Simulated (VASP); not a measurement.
A run of VASP 6.6.1:

Contents of INCAR:

```
SYSTEM = Be2CdS3
ALGO = Fast ; EDIFF = 1E-5
ENCUT = 520 ; GGA = PE
ISIF = 2 ; ISMEAR = 0
LASPH = .TRUE. ; LCHARG = .FALSE.
LREAL = Auto ; LWAVE = .FALSE.
NBANDS = 46 ; NELM = 80
PREC = Normal ; SIGMA = 0.05
```

The input KPOINTS:

```
k-points
0
G
  3 3 3
  0 0 0
```

The input POSCAR:

```
Be2CdS3
1.0
    3.1811720000     -5.5729900000      0.0000000000
    3.1811720000      5.5729900000      0.0000000000
   -1.9304690000      0.0000000000      5.9786720000
Be Cd S
4 2 6
Direct
    0.4199200000      0.5880820000      0.4995520000
    0.5880820000      0.4199200000      0.9995520000
    0.2548140000      0.7363850000      0.9972410000
    0.7363850000      0.2548140000      0.4972410000
    0.9165700000      0.0927100000      0.0102600000
    0.0927100000      0.9165700000      0.5102600000
    0.7370600000      0.9558270000      0.5923880000
    0.3415630000      0.4998320000      0.1400310000
    0.4998320000      0.3415630000      0.6400310000
    0.9558270000      0.7370600000      0.0923880000
    0.1287970000      0.5777660000      0.6351310000
    0.5777660000      0.1287970000      0.1351310000
```

Potentials or basis: VASP PAW PBE potentials, release 64 (Be, Cd, S).

Run with:

```sh
$ cat potpaw_PBE.64/Be/POTCAR potpaw_PBE.64/Cd/POTCAR potpaw_PBE.64/S/POTCAR > POTCAR
$ mpirun -np 1 vasp_std > vasp.out
```

Hardware: 1 thread of Intel(R) Xeon(R) Platinum 8259CL CPU @ 2.50GHz (Skylake/Cascade Lake), on a shared host.

Estimate the wall time of this run.

Wall time 60 s on 1 thread of Intel(R) Xeon(R) Platinum 8259CL CPU @ 2.50GHz (Skylake/Cascade Lake) (shared host), peak memory 0.23 GiB. Counts: scf iterations 14, k points 10.
